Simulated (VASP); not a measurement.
Given:

```xyz
8
Lattice="6.5273 0.0000 0.0000 0.0000 6.5273 0.0000 0.0000 0.0000 6.5273" Properties=species:S:1:pos:R:3 pbc="T T T"
In     0.0549     6.4724     6.4724
In     3.2087     3.3185     6.4724
In     3.2087     6.4724     3.3185
In     0.0549     3.3185     3.3185
Sb     1.6318     1.6318     1.6318
Sb     4.8955     4.8955     1.6318
Sb     4.8955     1.6318     4.8955
As     1.6318     4.8955     4.8955
```

The numbers are results of PBE GGA, VASP's PBE PAW potentials (set 64) (plane waves; VASP), not measurements. Run with 400 eV cut-off, 3×3×3 Γ-centred mesh, Gaussian smearing of 0.050 eV, potentials In_d Sb As.

Unless said otherwise, spin-orbit coupling is left out, though it shifts the bands of the heavy elements here.

Problem. Predict the energy per atom (σ→0), band gap (on the k-mesh) with the smallest direct gap where there is one.

Solution. 
* **band gap (on the k-mesh)**: none (metal, semimetal or under 0.01 eV)
* **energy per atom (σ→0)**: -3.547 eV/atom

The structure was generated: In4AsSb3 was put into an ordered model structure (P-43m), which need not be its known phase. It was relaxed first, which changed the volume by +7 %. The k-mesh is coarse (spacing up to 0.32 per Å, 2π included), so the numbers may not be converged in it.
